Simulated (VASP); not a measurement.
Here is the system:

```yaml
crystal:
  lattice:
    - [-2.72060, 2.72060, 2.72060]
    - [2.72060, -2.72060, 2.72060]
    - [2.72060, 2.72060, -2.72060]
  atoms:
    - { symbol: Ge, position: [0.00000, 0.00000, 0.00000] }
    - { symbol: F, position: [0.00000, 0.63852, 0.00000] }
    - { symbol: F, position: [0.36148, 0.36148, 0.36148] }
    - { symbol: F, position: [0.63852, 0.00000, 0.00000] }
    - { symbol: F, position: [0.00000, 0.00000, 0.63852] }
```

Calculation: PBEsol GGA, VASP's PBE PAW potentials (set 64) (plane waves; VASP). Settings: 520 eV cut-off, Gaussian smearing of 0.050 eV, potentials Ge_d F.

**Question.** Give the energies of bands 10 to 22 at the high-symmetry points, in eV from the valence-band maximum.

**Answer.** 
```csv
band,Γ,H,N,P
10,-5.24,-6.07,-5.69,-5.66
11,-3.32,-2.26,-3.36,-2.94
12,-3.32,-2.26,-2.84,-2.94
13,-3.32,-2.26,-2.25,-2.94
14,-0.79,-1.58,-1.32,-0.85
15,-0.79,-1.58,-1.11,-0.85
16,-0.79,-1.13,-0.87,-0.78
17,-0.45,-1.13,-0.68,-0.78
18,-0.45,-1.13,-0.59,-0.78
19,-0.39,0.00,-0.39,-0.36
20,-0.39,0.00,-0.34,-0.36
21,-0.39,0.00,-0.16,-0.36
22,5.39,8.08,6.92,7.00
```

The gap is indirect, 5.39 eV, from the valence maximum at H to the conduction minimum at Γ.

The structure comes from a computed database's GeF4 entry (I-43m); how it stands against other phases isn't given here. It was relaxed first, which changed the volume by +7 %.
